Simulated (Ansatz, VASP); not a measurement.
**Zn3AsN: VASP beside Ansatz**

```
Zn As N
1.0
     4.16549    0.00000    0.00000
     0.00000    4.16549    0.00000
     0.00000    0.00000    4.16549
Zn As N
3 1 1
Direct
  0.00000 0.50000 0.50000
  0.50000 0.00000 0.50000
  0.50000 0.50000 0.00000
  0.00000 0.00000 0.00000
  0.50000 0.50000 0.50000
```

Alike in both runs: functional PBE; k mesh 6 × 6 × 6; occupations gaussian, width 0.1 eV; no spin polarisation.

Ansatz relaxed the structure, and its values are those at the end. VASP's run is a single point on that final structure, the one shown.

|  | VASP | Ansatz |
| --- | --- | --- |
| version | VASP 6.6.1 | Ansatz 0.2.0 |
| potentials or method | VASP PAW PBE potentials, release 64 (Zn, As, N) | scalar-relativistic, plane waves, PAW |
| plane-wave cutoff (eV) | 520 | 420 |
| valence electrons in the cell | 46 | 56 |

```csv
,VASP,Ansatz,Ansatz less VASP
gap on the k mesh at the Fermi level (eV),none,none,-
pressure (GPa),0.9,0.4,-0.50
```

A gap of «none» marks a metal or a gap that the smearing closes. With one functional, cell and mesh, what is left measures potentials, basis and numerics. The two sets of potentials don't hold the same shells in valence.
